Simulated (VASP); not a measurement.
VASP runs on ZnPd₅Se (space group P4/mmm) share one base input (PBEsol GGA, plane waves, VASP's PBE PAW potentials (set 64)) and change the settings named in each case.

### KPOINTS
```
K-points
0
Gamma
4 4 3
```

INCAR:
```
! general
SYSTEM =ZnPd5Se
PREC   =Accurate
ENCUT  =300
LREAL  =.FALSE.
LASPH  =.TRUE.

! electronic loop
EDIFF  =1E-6   ! SCF stop (eV)
NELM   =100
ALGO   =Normal
LMAXMIX=4   ! l cut-off of mixed one-centre charges

! smearing
ISMEAR =-1   ! Fermi-Dirac
SIGMA  =0.1

! functional
GGA    =PS   ! PBEsol

! ions
ISIF   =2

! output
LWAVE  =.FALSE.
LCHARG =.FALSE.
```

File POSCAR:
```
ZnPd5Se
1
    3.9360000000     0.0000000000     0.0000000000
    0.0000000000     3.9360000000     0.0000000000
    0.0000000000     0.0000000000     6.9130000000
Pd Zn Se
5 1 1
Direct
  0.5000000000   0.0000000000   0.7262000000
  0.0000000000   0.5000000000   0.7262000000
  0.5000000000   0.0000000000   0.2738000000
  0.0000000000   0.5000000000   0.2738000000
  0.0000000000   0.0000000000   0.0000000000
  0.5000000000   0.5000000000   0.0000000000
  0.0000000000   0.0000000000   0.5000000000
```

POTCAR, in this order: Pd Zn Se (PBE.64 set). Program: vasp_std.

| change | E(σ→0) (eV/atom) | pressure (GPa) | −TS (eV) |
|---|---|---|---|
| base run | -5.3683 | -0.61 | -0.0764 |
| GGA removed, POTCAR Pd Zn Se (LDA.64 set) | -5.8302 | -5.02 | -0.0764 |
| GGA_COMPAT = .FALSE., LNONCOLLINEAR = .TRUE., LSORBIT = .TRUE., MAGMOM = 0.0 0.0 0.0 0.0 0.0 0.0 0.0 0.0 0.0 0.0 0.0 0.0 0.0 0.0 0.0 0.0 0.0 0.0 0.0 0.0 0.0, program vasp_ncl | -5.3966 | -0.57 | -0.0764 |
| KPOINTS 2×2×1 Γ-centred mesh | -5.1681 | 1.05 | -0.1986 |
| LDAU = .TRUE., LDAUJ = 0 0 0, LDAUL = -1 2 -1, LDAUTYPE = 2, LDAUU = 0 2.0 0 | -5.3403 | -0.91 | -0.0757 |
 Energies of different potentials or functionals have different zeros.  At 300 eV the pressure can carry a Pulay error.

Left out are runs that ran out of time, are held back, or changed the cell or the kind of run, fixed moments of cells without a moment, rows past the twelfth, gaps on odd meshes, pressures of charged cells and columns that move by less than the noise.

The structure comes from a measured ZnPd5Se entry of the Crystallography Open Database, whose conditions weren't checked. The cell was not relaxed at this level.
